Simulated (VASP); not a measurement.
Method: PBE GGA, VASP's PBE PAW potentials (set 64) (plane waves; VASP).

The input files of a VASP run:

File KPOINTS:
```
K-points
0
gamma
 9 9 9
0 0 0
```

### INCAR
```
SYSTEM=LaB
ISIF=3
EDIFFG=-0.01
ISMEAR=1
LWAVE=.FALSE.
ALGO=Normal   ! blocked Davidson
GGA=PE
EDIFF=1E-6
NSW=60   ! most ionic steps
LCHARG=.FALSE.
PREC=Accurate
NELM=100   ! most electronic steps
ENCUT=520
LMAXMIX=6   ! l cut-off of mixed one-centre charges
LREAL=.FALSE.
LASPH=.TRUE.   ! aspherical one-centre terms
SIGMA=0.1   ! width (eV)
IBRION=2   ! conjugate gradients
```

POSCAR:
```
LaB
1
    3.7830000000     0.0000000000     0.0000000000
    0.0000000000     3.7830000000     0.0000000000
    0.0000000000     0.0000000000     3.7830000000
La B
1 1
Direct
  0.0000000000   0.0000000000   0.0000000000
  0.5000000000   0.5000000000   0.5000000000
```

POTCAR, in this order: La B (PBE.64 set). Program: vasp_std.

Output

**OSZICAR**
```
...
   1 F= -.10004307E+02 E0= -.10003890E+02  d E =-.100043E+02
       N       E                     dE             d eps       ncg     rms          rms(c)
DAV:   1    -0.179352366312E+02   -0.79309E+01   -0.25555E+02   839   0.209E+02    0.130E+01
DAV:   2    -0.122527432561E+02    0.56825E+01   -0.13569E+01  1155   0.621E+01    0.663E+00
DAV:   3    -0.107428949288E+02    0.15098E+01   -0.97586E+00  1294   0.334E+01    0.196E+00
DAV:   4    -0.107529894318E+02   -0.10095E-01   -0.21129E+00  1223   0.220E+01    0.107E+00
DAV:   5    -0.107178429962E+02    0.35146E-01   -0.52014E-01  1170   0.897E+00    0.681E-01
DAV:   6    -0.107311937271E+02   -0.13351E-01   -0.48802E-02  1333   0.189E+00    0.507E-01
DAV:   7    -0.107294970810E+02    0.16966E-02   -0.16071E-02  1229   0.157E+00    0.243E-01
DAV:   8    -0.107290113953E+02    0.48569E-03   -0.44564E-03  1252   0.996E-01    0.240E-02
DAV:   9    -0.107290204118E+02   -0.90166E-05   -0.38549E-04  1464   0.165E-01    0.702E-03
DAV:  10    -0.107290217693E+02   -0.13575E-05   -0.77600E-06  1159   0.271E-02    0.447E-03
DAV:  11    -0.107290210732E+02    0.69609E-06   -0.53625E-06  1365   0.139E-02
   2 F= -.10729021E+02 E0= -.10728984E+02  d E =-.724714E+00
       N       E                     dE             d eps       ncg     rms          rms(c)
DAV:   1    -0.107472210547E+02   -0.18199E-01   -0.49390E-01  1069   0.834E+00    0.630E-01
DAV:   2    -0.107338323110E+02    0.13389E-01   -0.50463E-02  1208   0.324E+00    0.256E-01
DAV:   3    -0.107314895743E+02    0.23427E-02   -0.86221E-03  1344   0.116E+00    0.527E-02
DAV:   4    -0.107314051362E+02    0.84438E-04   -0.99997E-04  1355   0.266E-01    0.278E-02
DAV:   5    -0.107314254840E+02   -0.20348E-04   -0.31754E-04  1301   0.160E-01    0.238E-02
DAV:   6    -0.107314186409E+02    0.68431E-05   -0.29732E-05  1227   0.663E-02    0.154E-02
DAV:   7    -0.107314101659E+02    0.84750E-05   -0.39801E-05  1230   0.703E-02    0.257E-03
DAV:   8    -0.107314102894E+02   -0.12344E-06   -0.72454E-07   632   0.754E-03
   3 F= -.10731410E+02 E0= -.10731486E+02  d E =-.727103E+00
       N       E                     dE             d eps       ncg     rms          rms(c)
DAV:   1    -0.107341251136E+02   -0.27149E-02   -0.92561E-02  1072   0.362E+00    0.270E-01
DAV:   2    -0.107316469197E+02    0.24782E-02   -0.89899E-03  1208   0.137E+00    0.112E-01
DAV:   3    -0.107311933018E+02    0.45362E-03   -0.18162E-03  1328   0.533E-01    0.225E-02
DAV:   4    -0.107311770190E+02    0.16283E-04   -0.22435E-04  1283   0.133E-01    0.120E-02
DAV:   5    -0.107311793233E+02   -0.23043E-05   -0.74596E-05  1277   0.852E-02    0.113E-02
DAV:   6    -0.107311782450E+02    0.10784E-05   -0.57468E-06  1247   0.248E-02    0.925E-03
DAV:   7    -0.107311743751E+02    0.38699E-05   -0.13841E-05  1215   0.468E-02    0.121E-03
DAV:   8    -0.107311747301E+02   -0.35501E-06   -0.20428E-07   538   0.571E-03
   4 F= -.10731175E+02 E0= -.10731314E+02  d E =-.726868E+00
       N       E                     dE             d eps       ncg     rms          rms(c)
DAV:   1    -0.107311894714E+02   -0.15096E-04   -0.45505E-05  1082   0.782E-02    0.566E-03
DAV:   2    -0.107311882571E+02    0.12143E-05   -0.36382E-06  1144   0.274E-02    0.245E-03
DAV:   3    -0.107311880262E+02    0.23087E-06   -0.81925E-07   833   0.133E-02
   5 F= -.10731188E+02 E0= -.10731326E+02  d E =-.132961E-04
       N       E                     dE             d eps       ncg     rms          rms(c)
DAV:   1    -0.107312396309E+02   -0.51374E-04   -0.41431E-04  1065   0.246E-01    0.178E-02
DAV:   2    -0.107312284098E+02    0.11221E-04   -0.36932E-05  1208   0.879E-02    0.764E-03
DAV:   3    -0.107312263164E+02    0.20935E-05   -0.93416E-06  1304   0.383E-02    0.156E-03
DAV:   4    -0.107312265893E+02   -0.27287E-06   -0.98905E-07   882   0.109E-02
   6 F= -.10731227E+02 E0= -.10731360E+02  d E =-.518592E-04
       N       E                     dE             d eps       ncg     rms          rms(c)
DAV:   1    -0.107312271640E+02   -0.84759E-06   -0.11293E-07   421   0.570E-03    0.461E-04
DAV:   2    -0.107312272396E+02   -0.75620E-07   -0.59219E-08   421   0.424E-03
   7 F= -.10731227E+02 E0= -.10731361E+02  d E =-.650333E-06
       N       E                     dE             d eps       ncg     rms          rms(c)
DAV:   1    -0.107312287332E+02   -0.15693E-05   -0.52186E-07   421   0.939E-03    0.581E-04
DAV:   2    -0.107312287376E+02   -0.43623E-08   -0.62200E-08   421   0.691E-03
   8 F= -.10731229E+02 E0= -.10731362E+02  d E =-.214834E-05
       N       E                     dE             d eps       ncg     rms          rms(c)
DAV:   1    -0.107312316302E+02   -0.28969E-05   -0.21465E-06   803   0.181E-02    0.134E-03
DAV:   2    -0.107312315567E+02    0.73515E-07   -0.13086E-07   430   0.726E-03
   9 F= -.10731232E+02 E0= -.10731364E+02  d E =-.496740E-05
       N       E                     dE             d eps       ncg     rms          rms(c)
DAV:   1    -0.107312373640E+02   -0.57339E-05   -0.79490E-06   919   0.345E-02    0.260E-03
DAV:   2    -0.107312371028E+02    0.26128E-06   -0.58347E-07   649   0.121E-02
  10 F= -.10731237E+02 E0= -.10731369E+02  d E =-.105135E-04
       N       E                     dE             d eps       ncg     rms          rms(c)
DAV:   1    -0.107312490121E+02   -0.11648E-04   -0.33010E-05   913   0.698E-02    0.525E-03
DAV:   2    -0.107312480686E+02    0.94349E-06   -0.32888E-06  1136   0.252E-02
  11 F= -.10731248E+02 E0= -.10731378E+02  d E =-.214794E-04
       N       E                     dE             d eps       ncg     rms          rms(c)
DAV:   1    -0.107312734592E+02   -0.24447E-04   -0.13769E-04  1015   0.139E-01    0.109E-02
DAV:   2    -0.107312692157E+02    0.42435E-05   -0.13083E-05  1232   0.533E-02    0.473E-03
DAV:   3    -0.107312684455E+02    0.77022E-06   -0.35195E-06  1264   0.233E-02
  12 F= -.10731268E+02 E0= -.10731396E+02  d E =-.418563E-04
       N       E                     dE             d eps       ncg     rms          rms(c)
DAV:   1    -0.107313267708E+02   -0.57555E-04   -0.64335E-04  1075   0.305E-01    0.224E-02
DAV:   2    -0.107313089509E+02    0.17820E-04   -0.58417E-05  1202   0.111E-01    0.947E-03
DAV:   3    -0.107313057700E+02    0.31809E-05   -0.13887E-05  1312   0.465E-02    0.195E-03
DAV:   4    -0.107313061196E+02   -0.34959E-06   -0.16144E-06  1023   0.126E-02
  13 F= -.10731306E+02 E0= -.10731429E+02  d E =-.795303E-04
       N       E                     dE             d eps       ncg     rms          rms(c)
DAV:   1    -0.107314434749E+02   -0.13770E-03   -0.24961E-03  1061   0.595E-01    0.437E-02
DAV:   2    -0.107313774205E+02    0.66054E-04   -0.22291E-04  1194   0.218E-01    0.188E-02
DAV:   3    -0.107313647929E+02    0.12628E-04   -0.55172E-05  1277   0.933E-02    0.373E-03
DAV:   4    -0.107313654003E+02   -0.60736E-06   -0.70982E-06  1211   0.256E-02
  14 F= -.10731365E+02 E0= -.10731478E+02  d E =-.138811E-03
       N       E                     dE             d eps       ncg     rms          rms(c)
DAV:   1    -0.107317323954E+02   -0.36760E-03   -0.99896E-03  1056   0.119E+00    0.873E-02
DAV:   2    -0.107314711282E+02    0.26127E-03   -0.88155E-04  1199   0.426E-01    0.377E-02
DAV:   3    -0.107314199756E+02    0.51153E-04   -0.22252E-04  1282   0.187E-01    0.746E-03
DAV:   4    -0.107314208840E+02   -0.90846E-06   -0.28346E-05  1216   0.514E-02    0.433E-03
DAV:   5    -0.107314217629E+02   -0.87885E-06   -0.10609E-05  1241   0.346E-02    0.435E-03
DAV:   6    -0.107314219794E+02   -0.21657E-06   -0.48815E-07   492   0.779E-03
  15 F= -.10731422E+02 E0= -.10731512E+02  d E =-.195390E-03
```

**OUTCAR**
```
------------------------ aborting loop because EDIFF is reached ----------------------------------------
  FORCE on cell =-STRESS in cart. coord.  units (eV):
  Direction    XX          YY          ZZ          XY          YZ          ZX
  --------------------------------------------------------------------------------------
  Total        0.0017606      0.0017606      0.0017606      0.0000000     -0.0000000      0.0000000
  in kB        0.0709787      0.0709787      0.0709787      0.0000000     -0.0000000      0.0000000
  external PRESSURE =       0.0709787 kB  Pullay stress =       0.0000000 kB
  volume of cell :       39.74
      direct lattice vectors                 reciprocal lattice vectors
     3.412561587  0.000000000  0.000000000     0.293035004  0.000000000  0.000000000
    -0.000000000  3.412561587  0.000000000    -0.000000000  0.293035004  0.000000000
    -0.000000000 -0.000000000  3.412561587    -0.000000000 -0.000000000  0.293035004
 POSITION                                       TOTAL-FORCE (eV/Angst)
 -----------------------------------------------------------------------------------
      0.00000      0.00000      0.00000         0.000000     -0.000000     -0.000000
      1.70628      1.70628      1.70628        -0.000000      0.000000      0.000000
 -----------------------------------------------------------------------------------
    total drift:                                0.000000      0.000000     -0.000000
  FREE ENERGIE OF THE ION-ELECTRON SYSTEM (eV)
  ---------------------------------------------------
  free  energy   TOTEN  =       -10.7314219794 eV

  energy  without entropy=      -10.7316925927  energy(sigma->0) =      -10.73151218

 reached required accuracy - stopping structural energy minimisation
```
(Selected blocks of OUTCAR.)

CONTCAR:
```
LaB
   1.00000000000000
     3.4125615874629336    0.0000000000000000    0.0000000000000000
    -0.0000000000000000    3.4125615874629336    0.0000000000000000
    -0.0000000000000000   -0.0000000000000000    3.4125615874629336
  La              B
     1     1
Direct
     0.0000000000000000    0.0000000000000000    0.0000000000000000
     0.5000000000000000    0.5000000000000000    0.5000000000000000
```

Energy and stress use the plane-wave basis of the starting cell.

The structure was generated: LaB was put into the CsCl type type (Pm-3m), which need not be its known phase. This run relaxes it. Symmetry was kept, so distortions that lower it aren't found.
